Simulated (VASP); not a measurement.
An input for Ansatz (written as the equivalent of a VASP run, and not itself run):

Ansatz 0.2 input:
```yaml
crystal:
  lattice:
    - [0.0000000, 4.7988300, 4.7988300]
    - [4.7988300, 0.0000000, 4.7988300]
    - [4.7988300, 4.7988300, 0.0000000]
  atoms:
    - { symbol: Y, position: [0.1250000, 0.1250000, 0.1250000] }
    - { symbol: Y, position: [0.6250000, 0.1250000, 0.1250000] }
    - { symbol: Y, position: [0.1250000, 0.6250000, 0.1250000] }
    - { symbol: Y, position: [0.1250000, 0.1250000, 0.6250000] }
    - { symbol: Zr, position: [0.7500000, 0.7500000, 0.7500000] }
    - { symbol: Zr, position: [0.5000000, 0.5000000, 0.5000000] }
kpoints:
  mp_grid: { grid: [3, 3, 3] }
hamiltonian:
  xc: pbe
  pseudopotentials: { kind: paw }
scf:
  occupations: { method: gaussian, width: 0.1 }
  max_iter: 100
output: { forces: true, stress: true, eigenvalues: true }
```

### Question
Translate this input to VASP (INCAR, KPOINTS, POSCAR, choice of POTCAR).

### Answer
This is not unique; one that fits is 
### POSCAR
```
Y2Zr
1
    0.0000000000     4.7988300000     4.7988300000
    4.7988300000     0.0000000000     4.7988300000
    4.7988300000     4.7988300000     0.0000000000
Y Zr
4 2
Direct
  0.1250000000   0.1250000000   0.1250000000
  0.6250000000   0.1250000000   0.1250000000
  0.1250000000   0.6250000000   0.1250000000
  0.1250000000   0.1250000000   0.6250000000
  0.7500000000   0.7500000000   0.7500000000
  0.5000000000   0.5000000000   0.5000000000
```

**INCAR**
```
LWAVE=.False.
SYSTEM=Y2Zr
LCHARG=.False.
ENCUT=300
NELM=100   ! most electronic steps
ALGO=Normal   ! blocked Davidson
PREC=Accurate
EDIFF=1E-6   ! SCF stop (eV)
ISMEAR=0   ! Gaussian
LREAL=.False.   ! projection in real space or not
GGA=PE
LMAXMIX=4
SIGMA=0.1   ! width (eV)
LASPH=.True.
ISIF=2   ! forces and stress, cell fixed
```

File KPOINTS:
```
Automatic
0
G
 3 3 3
```

POTCAR, in this order: Y_sv Zr_sv (PBE.64 set). Program: vasp_std.

What does not carry over: each code has its own PAW files, so the cut-off isn't converted (ENCUT is set for VASP's; basis.ecutwfc is left out, and Ansatz then takes the one that its files recommend); Ansatz stops its SCF on the density residual and VASP on the energy change (EDIFF).

The structure was generated: Y2Zr was put into an ordered model structure, which need not be its known phase. The cell was not relaxed at this level. The k-mesh is coarse (spacing up to 0.38 per Å, 2π included), so the numbers may not be converged in it.
